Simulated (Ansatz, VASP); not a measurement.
# Al6Si2O13 (mullite glass 60Al2O3-40SiO2): VASP beside Ansatz, part 3 of 3

Wanted: the spread between two codes on one cell, functional and k mesh. Of the first pair: The structure shown is the start of the Ansatz relaxation below; VASP solves that cell, so the two are compared at the walk's first step.

VASP 6.6.1 and Ansatz 0.2.0.

So far. Step 3 (VASP: single point, PBE, start cell, pair 1): The run ends at a pressure of 14.89 GPa, with forces up to 4.5 eV/Å.

## 6. VASP: single point, PBE, relaxed cell, pair 2

Level of this step: PBE; plane waves and PAW (Al, Si, O) (VASP).

The same cell, functional and mesh now go to VASP, with its own data sets.

Contents of INCAR:

```
SYSTEM = Al6Si2O13
PREC = Accurate
ENCUT = 600
EDIFF = 1E-06
NELM = 120
ISMEAR = 0
SIGMA = 0.01
LREAL = .FALSE.
ALGO = Normal
GGA = PE
NBANDS = 73
LORBIT = 11
LWAVE = .FALSE.
LCHARG = .FALSE.
ISIF = 2
LASPH = .TRUE.
GGA_COMPAT = .FALSE.
EFERMI = MIDGAP
```

Contents of POSCAR:

```
Al6Si2O13
1.0
    6.8720480000      0.0000000000      0.0000000000
    0.0000000000      6.9102530000      0.0000000000
    0.0000000000      0.0000000000      6.0631860000
Al Si O
6 2 13
Direct
    0.2456200000      0.4175000000      0.9216700000
    0.2391800000      0.3964800000      0.4200100000
    0.2238800000      0.8067100000      0.2762400000
    0.5256900000      0.6759200000      0.6481200000
    0.5950200000      0.0781800000      0.9328100000
    0.5660700000      0.0532400000      0.4376600000
    0.9712400000      0.0501800000      0.2864800000
    0.8537400000      0.3421700000      0.6446400000
    0.3060600000      0.5344100000      0.6601400000
    0.2185400000      0.5558800000      0.1856600000
    0.0185700000      0.8713900000      0.4514900000
    0.9913900000      0.2764300000      0.4166200000
    0.5474400000      0.8436500000      0.8562000000
    0.7225700000      0.5247300000      0.5878600000
    0.7180200000      0.1428100000      0.6677200000
    0.7376300000      0.0636600000      0.2036400000
    0.0030700000      0.3616400000      0.8453700000
    0.4615300000      0.8175900000      0.4059900000
    0.4450100000      0.2731400000      0.9692300000
    0.3687100000      0.1925000000      0.4248900000
    0.1316100000      0.0009700000      0.0976300000
```

Contents of KPOINTS:

```
Automatic mesh
0
Gamma
1 1 1
0 0 0
```

Potentials, in the order of the species: Al, Si and O (PBE family, release 64).

Command:

```sh
$ mpirun -np 4 vasp_gam
```

Numbers of over 12 decimals in the logs are rounded to 6 here.

What it wrote:

```text
[banner, memory and clock lines left out]
running    4 mpi-ranks, on    1 nodes
[...]
[... a notice as in an earlier step ...]

 LDA part: xc-table for (Slater+PW92), standard interpolation
 [... a notice as in an earlier step ...]

 POSCAR, INCAR and KPOINTS ok, starting setup
[...]
entering main loop
       N       E                     dE             d eps       ncg     rms          rms(c)
DAV:   1     0.885610336330E+03    0.88561E+03   -0.64091E+04   152   0.147E+03
DAV:   2    -0.102949650738E+03   -0.98856E+03   -0.95569E+03   196   0.330E+02
DAV:   3    -0.177052191758E+03   -0.74103E+02   -0.73606E+02   184   0.954E+01
DAV:   4    -0.178208069572E+03   -0.11559E+01   -0.11540E+01   184   0.131E+01
[...]
DAV:  14    -0.153888679043E+03    0.14659E-04   -0.48143E-05   160   0.320E-02    0.106E-02
DAV:  15    -0.153888670696E+03    0.83477E-05   -0.87516E-06   168   0.185E-02    0.716E-03
DAV:  16    -0.153888670294E+03    0.40212E-06   -0.46352E-06   184   0.843E-03
   1 F= -.15388867E+03 E0= -.15388867E+03  d E =0.000000E+00
```

OUTCAR, selected parts (step 6):

```text
  Total       -0.2614516     -0.1400699     -0.4364760      3.7691442     -5.1426636     -4.7398973
  in kB       -1.4548588     -0.7794250     -2.4287897     20.9735677    -28.6165765    -26.3753657
  external PRESSURE =      -1.5543578 kB  Pullay stress =       0.0000000 kB

 POSITION                                       TOTAL-FORCE (eV/Angst)
 -----------------------------------------------------------------------------------
      1.68791      2.88503      5.58826        -0.030473      0.017236      0.016591
      1.64366      2.73978      2.54660        -0.030519      0.030444     -0.009252
      1.53851      5.57457      1.67489         0.040915     -0.031547     -0.005789
      3.61257      4.67078      3.92967         0.007022     -0.016246     -0.021781
      4.08901      0.54024      5.65580         0.023112     -0.003553      0.022008
      3.89006      0.36790      2.65361         0.030347     -0.026997      0.003484
      6.67441      0.34676      1.73698        -0.064441      0.093440     -0.002343
      5.86694      2.36448      3.90857         0.004966     -0.017193     -0.023138
      2.10326      3.69291      4.00255         0.006569     -0.005567      0.002917
      1.50182      3.84127      1.12569         0.004477      0.004697     -0.009126
      0.12761      6.02153      2.73747         0.000805     -0.062785      0.067468
      6.81288      1.91020      2.52604         0.008894     -0.011877      0.004417
      3.76203      5.82983      5.19130         0.001230      0.001337     -0.006642
      4.96554      3.62602      3.56430        -0.052270      0.045676      0.002201
[...]
-----------------------------------------------------------------------------------
    total drift:                               -0.000205     -0.000965     -0.001673

  FREE ENERGIE OF THE ION-ELECTRON SYSTEM (eV)
  ---------------------------------------------------
  free  energy   TOTEN  =      -153.8886702936 eV

  energy  without entropy=     -153.8886702936  energy(sigma->0) =     -153.88867029

[... 1 part as in an earlier step ...]

[... 2 further parts left out ...]
[key lines of the parts left out:]
E-fermi :   3.4946
```

The run ends at a pressure of -0.16 GPa, with forces up to 0.11 eV/Å.

## 7. Comparison

What differs besides the data sets and the points named for the pairs above, as far as they apply: the cutoff is 420 eV in Ansatz and 600 eV in VASP; Ansatz's pressure holds a Pulay correction, VASP's none. Total energies have different zeros and are not compared.

The two programs side by side:

```tsv
quantity	Ansatz	VASP	difference
pressure (GPa)	-0.01	-0.16	+0.14
gap on the k mesh (eV)	3.406	3.393	+0.013
```

Forces on 7 of the 21 atoms, those with the largest forces and the largest differences (eV/Å; atoms numbered as in POSCAR):

```tsv
atom	Ansatz x, y, z	VASP x, y, z
Al2	-0.002, 0.001, -0.001	-0.031, 0.030, -0.009
Al3	0.000, 0.005, 0.000	0.041, -0.032, -0.006
Si7	0.002, -0.002, -0.004	-0.064, 0.093, -0.002
O11	-0.001, 0.001, 0.000	0.001, -0.063, 0.067
O14	-0.001, 0.002, 0.000	-0.052, 0.046, 0.002
O17	0.001, 0.001, 0.001	0.058, 0.009, 0.032
O21	-0.001, -0.002, 0.007	0.057, -0.009, -0.066
```

The forces differ by 29 meV/Å r.m.s., where the r.m.s. force is 0.002 eV/Å in Ansatz and 0.029 eV/Å in VASP: the atoms lie near their places of rest in Ansatz, so a percentage would say little (all taken over all components). A gap on the mesh is an upper bound, since the band edges may lie between its points.

## 8. Summary of results

```yaml
r_m_s_force_difference_single_point_pbe_start_cell_pair_1: 2.4 % of the r.m.s. force
r_m_s_force_difference_single_point_pbe_relaxed_cell_pair_2: 29 meV/Å
```

The r.m.s. force difference is 29 meV/Å (single point, PBE, relaxed cell, pair 2), beyond the 12 meV/Å picked in this series as the mark of a large difference. What causes the difference of the single point, PBE, relaxed cell, pair 2 pair stays open here. Such differences can come from data sets, numerical settings and the points named under the comparisons, not from the functional's error against experiment.

[Lines on the potential files, build, host, timing and source positions are cut from VASP's logs without a mark.]

[Logs are printed without paths, hosts, clocks, repeated set-up lines and the standing remarks that a program may print on its own settings, such as how far it seeks lower states.]

[Hosts, paths, dates, database ids (printed as entryN), source tags and the programs' standing remarks are cut or masked in the printed files.]
